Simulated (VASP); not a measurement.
Input:

```
CELL_PARAMETERS angstrom
      0.00000     1.90000     1.90000
      1.90000     0.00000     1.90000
      1.90000     1.90000     0.00000
ATOMIC_POSITIONS crystal
  Rh 0.00000 0.00000 0.00000
```

These are revPBE GGA, VASP's PBE PAW potentials (set 64) (plane waves; VASP) values and carry that method's errors. Run with 520 eV cut-off, 15×15×15 Γ-centred mesh, first-order Methfessel-Paxton smearing of 0.10 eV, potentials Rh_pv.

Energy and stress use the plane-wave basis of the starting cell.

### Question
The ions, cell shape and volume are relaxed. Which structure does the run end with?

### Answer

```
CELL_PARAMETERS angstrom
      0.00000     1.92347     1.92347
      1.92347     0.00000     1.92347
      1.92347     1.92347     0.00000
ATOMIC_POSITIONS crystal
  Rh 0.00000 0.00000 0.00000
```
Space group Fm-3m (225), at a tolerance of 0.03 Å.

### Question
How do energy and volume change from the first to the last step?

### Answer
The energy (σ→0) changes by -15.2 meV/atom and the volume by +3.8 %, in 4 ionic steps.

The compound is Rh in the fcc structure. This run relaxes it. Symmetry was kept, so distortions that lower it aren't found.
